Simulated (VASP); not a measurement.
BN (wurtzite), at 0.96 of the tabulated volume:

```yaml
crystal:
  lattice:
    - [1.25777, -2.17852, 0.00000]
    - [1.25777, 2.17852, 0.00000]
    - [0.00000, 0.00000, 4.16297]
  atoms:
    - { symbol: B, position: [0.66667, 0.33333, 0.50000] }
    - { symbol: B, position: [0.33333, 0.66667, 0.00000] }
    - { symbol: N, position: [0.66667, 0.33333, 0.87500] }
    - { symbol: N, position: [0.33333, 0.66667, 0.37500] }
```

The lowest empty band near K, direction to M, from PBE with spin-orbit coupling in VASP (PAW); its two spin partners are averaged. The gap over the points computed is 5.15 eV, and the next band on that side lies 8.69 eV away at the edge.

Settings: 520 eV cut-off, 11×11×6 Γ-centred mesh, Gaussian smearing of 0.050 eV, potentials B N.

```
distance from the edge in k (1/Å)  distance in energy (meV)
---------------------------------  ------------------------
0.025                                                   4.8
0.035                                                   9.4
0.050                                                  19.2
0.070                                                  37.7
```

Question: Fit E(1 + αE) = ħ²k²/2m* (ħ²/2m0 = 3.810 eV Å²) and predict the row at 0.095 1/Å.

Answer: The rows don't resolve α, so a parabola serves: the electron mass is m* = 0.495 m0, and so 69.4 meV. The run gave 69.4 meV, -0.0 meV from the fit.

Left out are points under 3 meV from the edge, since the levels carry 0.1 meV, and points farther than half the way to the next band.

The compound is BN in the wurtzite structure, a metastable high-pressure form. The cell was not relaxed at this level.
